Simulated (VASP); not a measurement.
Energy against volume of InSb (zinc blende). Computed with PBE GGA with D3 dispersion (Becke-Johnson damping), VASP's PBE PAW potentials (set 64) (plane waves; VASP 6.6.1). Run with 520 eV cut-off, 10×10×10 Γ-centred mesh, first-order Methfessel-Paxton smearing of 0.10 eV, potentials In_d Sb.

| V (Å³/atom) | E (eV/atom) |
|---|---|
| 32.905 | -3.77068 |
| 33.955 | -3.78515 |
| 35.005 | -3.78978 |
| 36.056 | -3.78619 |

Q: Fit these four points and predict the energy of the run at 37.106 Å³/atom.

A: A cubic in V^(−2/3), the third-order Birch-Murnaghan form, passes through the four points with V0 = 35.04 Å³/atom and B0 = 41 GPa, and gives -3.7757 eV/atom there. The run gave -3.7757 eV/atom, +0.1 meV/atom from the fit; all five points give B0 = 42 GPa.

The compound is InSb in the zinc blende structure. It was relaxed first.
